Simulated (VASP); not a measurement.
A convergence study with VASP on TiC (rock salt): one setting is varied, all else stays as given below, so the limit is that of these other settings.

```
TiC
1.0
    0.00000     2.16500     2.16500
    2.16500     0.00000     2.16500
    2.16500     2.16500     0.00000
Ti C
1 1
Direct
  0.00000   0.00000   0.00000
  0.50000   0.50000   0.50000
```

Calculation: PBEsol GGA, VASP's PBE PAW potentials (set 64) (plane waves; VASP). The tightest run used: 700 eV cut-off, 24×24×24 Γ-centred mesh, tetrahedra with Blöchl corrections, potentials Ti_sv C.

| setting | E (eV/atom) | pressure (GPa) | irreducible k-points |
|---|---|---|---|
| 3×3×3 mesh | -9.7183 | -5.89 | 4 |
| 4×4×4 mesh | -9.8324 | -6.41 | 8 |
| 5×5×5 mesh | -9.8680 | -5.83 | 10 |
| 6×6×6 mesh | -9.8850 | -6.23 | 16 |
| 7×7×7 mesh | -9.8910 | -6.36 | 20 |
| 8×8×8 mesh | -9.8937 | -6.40 | 29 |
| 9×9×9 mesh | -9.8951 | -6.41 | 35 |
| 10×10×10 mesh | -9.8967 | -6.36 | 47 |

### Question
These are the cheaper rows. Estimate the results at 24×24×24 mesh, and how far the last row shown lies from them.

### Answer

```json
[
 {"quantity": "E (eV/atom)", "tightest run": "-9.8979", "last row shown is off by": "0.0012"},
 {"quantity": "pressure (GPa)", "tightest run": "-6.38", "last row shown is off by": "0.01"}
]
```

Left out are rungs that failed or repeat a setting and relaxations that didn't move; long series are thinned to 24 rows.

The compound is TiC in the rock salt structure. The cell was not relaxed at this level.
